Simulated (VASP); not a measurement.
Input:

```xyz
2
Lattice="0.0000 2.6000 2.6000 2.6000 0.0000 2.6000 2.6000 2.6000 0.0000" Properties=species:S:1:pos:R:3 pbc="T T T"
Mg     0.0000     0.0000     0.0000
S      2.6000     2.6000     2.6000
```

Calculation: PBEsol GGA, VASP's PBE PAW potentials (set 64) (plane waves; VASP). Run with 480 eV cut-off, 8×8×8 Γ-centred mesh, Gaussian smearing of 0.050 eV, potentials Mg S.

Question: The ions, cell shape and volume are relaxed. Predict the relaxed structure.

Answer: 
```xyz
2
Lattice="0.0000 2.5888 2.5888 2.5888 0.0000 2.5888 2.5888 2.5888 0.0000" Properties=species:S:1:pos:R:3 pbc="T T T"
Mg     0.0000     0.0000     0.0000
S      2.5888     2.5888     2.5888
```
Space group Fm-3m (225), at a tolerance of 0.03 Å.

Question: How do energy and volume change from the first to the last step?

Answer: The energy (σ→0) changes by -0.7 meV/atom and the volume by -1.3 %, in 3 ionic steps.

The compound is MgS in the rock salt structure. This run relaxes it. Symmetry was kept, so distortions that lower it aren't found.
